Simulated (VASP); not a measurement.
# AlGaTe2 (I-42d) in VASP: a series of runs, part 2 of 2

VASP 6.6.1. Earlier steps stand in the parts before.

### Step 3. Single point, LDA

Contents of INCAR:

```
SYSTEM = AlGaTe2
  PREC = Accurate
  ENCUT = 520
  EDIFF = 1E-7
  ISMEAR = -1
  SIGMA = 0.1
  LREAL = .FALSE.
  LASPH = .TRUE.
  NELM = 60
  ALGO = Normal
  ISIF = 2
  LWAVE = .FALSE.
  LCHARG = .FALSE.
  GGA = CA
  NBANDS = 38
```

Contents of KPOINTS:

```
Automatic mesh
0
G
  4 4 4
  0 0 0
```

Contents of POSCAR:

```
AlGaTe2
1.0
    0.0000000000      6.2211660000      0.0000000000
    6.2211660000      0.0000000000      0.0000000000
    3.1105830000      3.1105830000     -5.8446940000
Al Ga Te
2 2 4
Direct
    0.5000000000      0.5000000000      0.0000000000
    0.2500000000      0.7500000000      0.5000000000
    0.0000000000      0.0000000000      0.0000000000
    0.7500000000      0.2500000000      0.5000000000
    0.3750000000      0.3850000000      0.7500000000
    0.6150000000      0.1250000000      0.2500000000
    0.8750000000      0.8650000000      0.7500000000
    0.1350000000      0.6250000000      0.2500000000
```

Potentials or basis: VASP PAW LDA potentials, release 64 (Al, Ga_d, Te).

Command:

```
$ cat potpaw_LDA.64/Al/POTCAR potpaw_LDA.64/Ga_d/POTCAR potpaw_LDA.64/Te/POTCAR > POTCAR
$ mpirun -np 1 vasp_std > vasp.out
```

OUTCAR:

```text
SYSTEM = AlGaTe2
   PREC = Accurate
   ENCUT = 520
   EDIFF = 1E-7
   ISMEAR = -1
   LREAL = .FALSE.
   LASPH = .TRUE.
   NELM = 60
   ISIF = 2
   GGA = CA

 ion  position               nearest neighbor table
   1  0.500  0.500  0.000-   5 2.60   6 2.60   7 2.60   8 2.60
   2  0.250  0.750  0.500-   5 2.60   6 2.60   7 2.60   8 2.60
   3  0.000  0.000  0.000-   5 2.68   6 2.68   7 2.68   8 2.68
   4  0.750  0.250  0.500-   5 2.68   6 2.68   7 2.68   8 2.68
   5  0.375  0.385  0.750-   1 2.60   2 2.60   3 2.68   4 2.68
   6  0.615  0.125  0.250-   1 2.60   2 2.60   3 2.68   4 2.68
   7  0.875  0.865  0.750-   1 2.60   2 2.60   3 2.68   4 2.68
   8  0.135  0.625  0.250-   1 2.60   2 2.60   3 2.68   4 2.68

  LATTYP: Found a body centered tetragonal cell.
 ALAT       =     6.2211660000
 C/A-ratio  =     1.8789705981

  Lattice vectors:

 A1 = (  -3.1105830000,   3.1105830000,   5.8446940000)
 A2 = (   3.1105830000,  -3.1105830000,   5.8446940000)
 A3 = (   3.1105830000,   3.1105830000,  -5.8446940000)

Analysis of symmetry for initial positions (statically):
=====================================================================
 Subroutine PRICEL returns:
 Original cell was already a primitive cell.

 Routine SETGRP: Setting up the symmetry group for a
 body centered tetragonal supercell.

 Subroutine GETGRP returns: Found  8 space group operations
 (whereof  4 operations were pure point group operations)
 out of a pool of 16 trial point group operations.

The static configuration has the point symmetry S_4 .
 The point group associated with its full space group is D_2d.

Analysis of symmetry for dynamics (positions and initial velocities):
=====================================================================
 Subroutine PRICEL returns:
 Original cell was already a primitive cell.

 Routine SETGRP: Setting up the symmetry group for a
[... 130 lines left out ...]
  Thomas-Fermi vector in A             =   2.161914
   LORBIT       =      0    0 simple, 1 ext, 2 COOP (PROOUT), +10 PAW based schemes
   GGA     = CA    functional components
   LHFCALC =     F    Hartree Fock is set to
   AEXX    =    0.0000 exact exchange contribution
   IVDW    =     0    specifies the selected vdW correction
   LEPSILON=     F    determine dielectric tensor
   LRPA    =     F    only Hartree local field effects (RPA)
 non-spin polarized calculation
  energy-cutoff  :      520.00
  volume of cell :      226.21
 maximum number of plane-waves:      6134
 NGX is ok and might be reduce to    48
   NGX = 23   NGY = 23   NGZ = 27

 number of electron      56.0000012 magnetization

 Free energy of the ion-electron system (eV)
  ---------------------------------------------------
  ext. energy  EPLUGINS =         0.00000000
  ---------------------------------------------------
  free energy    TOTEN  =       -30.21406172 eV

  energy without entropy =      -30.10176416  energy(sigma->0) =      -30.15791294

 E-fermi :   6.1788     XC(G=0):  -9.2760

 val. band max:        6.0829165165   @ k =   0.0000   0.0000   0.2500
 cond. band min:       6.2384584526   @ k =   0.5000   0.5000   0.2500
 fundamental gap:      0.1555419362
 Fermi energy:         6.1787719605

 k-point     1 :       0.0000    0.0000    0.0000
  band No.  band energies     occupation
      1      -9.4863      2.00000
      2      -9.4706      2.00000
      3      -9.4706      2.00000
      4      -9.4311      2.00000
      5      -9.4142      2.00000
      6      -9.4142      2.00000
[... 522 lines left out ...]
     37       9.8314      0.00000
     38       9.8314      0.00000

------------------------ aborting loop because EDIFF is reached ----------------------------------------

  FORCE on cell =-STRESS in cart. coord.  units (eV):
  Direction    XX          YY          ZZ          XY          YZ          ZX
  --------------------------------------------------------------------------------------
  -------------------------------------------------------------------------------------
  Total        9.7023208      9.7023208      5.9668224      0.0000000     -0.0000000      0.0000000
  in kB       68.7196365     68.7196365     42.2618337      0.0000000     -0.0000000      0.0000000
  external PRESSURE =      59.9003689 kB  Pullay stress =       0.0000000 kB

 VOLUME and BASIS-vectors are now :
 -----------------------------------------------------------------------------
  energy-cutoff  :      520.00
  volume of cell :      226.21
      direct lattice vectors                 reciprocal lattice vectors
     0.000000000  6.221166000  0.000000000     0.000000000  0.160741572  0.085547678
     6.221166000  0.000000000  0.000000000     0.160741572  0.000000000  0.085547678
     3.110583000  3.110583000 -5.844694000     0.000000000  0.000000000 -0.171095356

 POSITION                                       TOTAL-FORCE (eV/Angst)
 -----------------------------------------------------------------------------------
      3.11058      3.11058      0.00000        -0.000000     -0.000000      0.000000
      6.22117      3.11058     -2.92235        -0.000000     -0.000000      0.000000
      0.00000      0.00000      0.00000        -0.000000     -0.000000      0.000000
      3.11058      6.22117     -2.92235        -0.000000     -0.000000      0.000000
      4.72809      4.66587     -4.38352         0.771283     -0.000000      0.000000
      1.55529      4.60366     -1.46117        -0.000000     -0.771283      0.000000
      7.71425      7.77646     -4.38352        -0.771283     -0.000000      0.000000
      4.66587      1.61750     -1.46117        -0.000000      0.771283      0.000000
 -----------------------------------------------------------------------------------
    total drift:                                0.000003      0.000003      0.000007

  FREE ENERGIE OF THE ION-ELECTRON SYSTEM (eV)
  ---------------------------------------------------
  free  energy   TOTEN  =       -30.2140617247 eV

  energy  without entropy=      -30.1017641635  energy(sigma->0) =      -30.15791294
```

OSZICAR:

```text
N       E                     dE             d eps       ncg     rms          rms(c)
DAV:   1     0.392074390508E+03    0.39207E+03   -0.23283E+04  1028   0.156E+03
DAV:   2     0.242858195950E+02   -0.36779E+03   -0.35314E+03  1132   0.389E+02
DAV:   3    -0.274357069624E+02   -0.51722E+02   -0.50402E+02  1156   0.122E+02
DAV:   4    -0.304384817784E+02   -0.30028E+01   -0.29483E+01  1270   0.295E+01
DAV:   5    -0.305547655204E+02   -0.11628E+00   -0.11613E+00  1392   0.537E+00    0.159E+01
DAV:   6    -0.303097884215E+02    0.24498E+00   -0.21952E-01  1262   0.234E+00    0.100E+01
DAV:   7    -0.302184016979E+02    0.91387E-01   -0.26306E-01  1106   0.200E+00    0.555E-01
DAV:   8    -0.302141123541E+02    0.42893E-02   -0.24334E-02  1126   0.107E+00    0.294E-01
DAV:   9    -0.302140544077E+02    0.57946E-04   -0.27174E-03  1376   0.208E-01    0.691E-02
DAV:  10    -0.302140565787E+02   -0.21710E-05   -0.11464E-04  1310   0.547E-02    0.654E-02
DAV:  11    -0.302140624558E+02   -0.58771E-05   -0.31674E-05  1168   0.253E-02    0.133E-02
DAV:  12    -0.302140617125E+02    0.74329E-06   -0.45135E-06  1254   0.165E-02    0.772E-03
DAV:  13    -0.302140617247E+02   -0.12192E-07   -0.66927E-07  1024   0.481E-03
   1 F= -.30214062E+02 E0= -.30157913E+02  d E =-.112298E+00
```

Run time: 62 s. Hardware: 1 thread of Intel Xeon Platinum 8559C (Emerald Rapids), shared host; peak memory 0.33 GiB.

What came out:

```yaml
Free_energy: -30.2141 eV
Pressure: 6.0 GPa
Largest_force: 0.771 eV/Å
Band_gap_on_the_k_mesh: none (metal or under the smearing width)
```

Forces in eV/Å, atoms in the order of the input:
```
Al   0.000  0.000  0.000
Al   0.000  0.000  0.000
Ga   0.000  0.000  0.000
Ga   0.000  0.000  0.000
Te   0.771  0.000  0.000
Te   0.000 -0.771  0.000
Te  -0.771  0.000  0.000
Te   0.000  0.771  0.000
```

Stress tensor (GPa, compression positive):
```
6.87 0.00 0.00
0.00 6.87 0.00
0.00 0.00 4.23
```

Spin-orbit coupling is left out, which matters for the levels of Te.

### Step 4. Single point, PBEsol

Contents of INCAR:

```
SYSTEM = AlGaTe2
ALGO = Normal
EDIFF = 1E-7
ENCUT = 520
GGA = PS
ISIF = 2
ISMEAR = -1
LASPH = .True.
LCHARG = .True.
LELF = .True.
LREAL = .False.
LVHAR = .True.
LWAVE = .False.
NBANDS = 38
NELM = 80
PREC = Accurate
SIGMA = 0.1
```

Contents of KPOINTS:

```
k-points
0
Gamma
  6 6 6
  0 0 0
```

POSCAR is that of step 3.

Potentials or basis: VASP PAW PBE potentials, release 64 (Al, Ga_d, Te).

Command:

```
$ cat potpaw_PBE.64/Al/POTCAR potpaw_PBE.64/Ga_d/POTCAR potpaw_PBE.64/Te/POTCAR > POTCAR
$ mpirun -np 1 vasp_std > vasp.out
```

OUTCAR:

```text
SYSTEM = AlGaTe2
   EDIFF = 1E-7
   ENCUT = 520
   GGA = PS
   ISIF = 2
   ISMEAR = -1
   LASPH = .True.
   LREAL = .False.
   NELM = 80
   PREC = Accurate

 ion  position               nearest neighbor table
   1  0.500  0.500  0.000-   5 2.60   6 2.60   7 2.60   8 2.60
   2  0.250  0.750  0.500-   5 2.60   6 2.60   7 2.60   8 2.60
   3  0.000  0.000  0.000-   5 2.68   6 2.68   7 2.68   8 2.68
   4  0.750  0.250  0.500-   5 2.68   6 2.68   7 2.68   8 2.68
   5  0.375  0.385  0.750-   1 2.60   2 2.60   3 2.68   4 2.68
   6  0.615  0.125  0.250-   1 2.60   2 2.60   3 2.68   4 2.68
[... 1201 lines left out ...]
  Total       11.1156062     11.1156062      7.6870858      0.0000000      0.0000000      0.0000000
  in kB       78.7296598     78.7296598     54.4461218      0.0000000      0.0000000      0.0000000
  external PRESSURE =      70.6351472 kB  Pullay stress =       0.0000000 kB

 VOLUME and BASIS-vectors are now :
 -----------------------------------------------------------------------------
  energy-cutoff  :      520.00
  volume of cell :      226.21
      direct lattice vectors                 reciprocal lattice vectors
     0.000000000  6.221166000  0.000000000     0.000000000  0.160741572  0.085547678
     6.221166000  0.000000000  0.000000000     0.160741572  0.000000000  0.085547678
     3.110583000  3.110583000 -5.844694000     0.000000000  0.000000000 -0.171095356

 POSITION                                       TOTAL-FORCE (eV/Angst)
 -----------------------------------------------------------------------------------
      3.11058      3.11058      0.00000         0.000000     -0.000000     -0.000000
      6.22117      3.11058     -2.92235         0.000000     -0.000000     -0.000000
      0.00000      0.00000      0.00000         0.000000      0.000000     -0.000000
      3.11058      6.22117     -2.92235         0.000000     -0.000000     -0.000000
      4.72809      4.66587     -4.38352         0.734791     -0.000000     -0.000000
      1.55529      4.60366     -1.46117         0.000000     -0.734791      0.000000
      7.71425      7.77646     -4.38352        -0.734791     -0.000000      0.000000
      4.66587      1.61750     -1.46117         0.000000      0.734791     -0.000000
 -----------------------------------------------------------------------------------
    total drift:                                0.000002      0.000002      0.000004

  FREE ENERGIE OF THE ION-ELECTRON SYSTEM (eV)
  ---------------------------------------------------
  free  energy   TOTEN  =       -28.1750679435 eV

  energy  without entropy=      -28.0413412756  energy(sigma->0) =      -28.10820461
```

stdout:

```text
POSCAR found type information on POSCAR AlGaTe
 POSCAR found :  3 types and       8 ions
 scaLAPACK will be used
 -----------------------------------------------------------------------------
|                                                                             |
|                                                                             |
|     You enforced a specific xc type in the INCAR file but a different       |
|     I HOPE YOU KNOW WHAT YOU ARE DOING!                                     |
|                                                                             |
 -----------------------------------------------------------------------------

 LDA part: xc-table for (Slater+PW92), standard interpolation
 POSCAR, INCAR and KPOINTS ok, starting setup
 FFT: planning ... GRIDC
 FFT: planning ... GRID_SOFT
 FFT: planning ... GRID
 WAVECAR not read
 entering main loop
```

Wall time 2.6 min (1 thread of Intel Xeon Platinum 8559C (Emerald Rapids), shared host); peak memory 0.47 GiB.

Results:

- Free energy: -28.1751 eV
- Pressure: 7.1 GPa
- Largest force: 0.735 eV/Å
- Band gap on the k mesh: none (metal or under the smearing width)

Forces in eV/Å, atoms in the order of the input:
```
Al   0.000  0.000  0.000
Al   0.000  0.000  0.000
Ga   0.000  0.000  0.000
Ga   0.000  0.000  0.000
Te   0.735  0.000  0.000
Te   0.000 -0.735  0.000
Te  -0.735  0.000  0.000
Te   0.000  0.735  0.000
```

Stress tensor (GPa, compression positive):
```
7.87 0.00 0.00
0.00 7.87 0.00
0.00 0.00 5.44
```

Caveat: the PAW data sets were made with another functional, which shifts forces and pressure a little.

### Step 5. The runs side by side

```csv
level,potentials or basis,k mesh,gap on the mesh (eV),pressure (GPa),largest force (eV/Å)
r2SCAN,"VASP PAW PBE potentials, release 64 (Al, Ga_d, Te)",4 × 4 × 4,none,8.5,1.02
LDA,"VASP PAW LDA potentials, release 64 (Al, Ga_d, Te)",4 × 4 × 4,none,6.0,0.77
PBEsol,"VASP PAW PBE potentials, release 64 (Al, Ga_d, Te)",6 × 6 × 6,none,7.1,0.73
```

Alike in all rows: task single point; no spin polarisation; cell as given; cutoff (eV) 520; smearing fermi-dirac 0.1 eV.

Caveats: the PAW data sets were made with another functional, which shifts forces and pressure a little (some runs).

Total energies depend on the potentials used, so only differences within one code and one set of settings carry meaning.
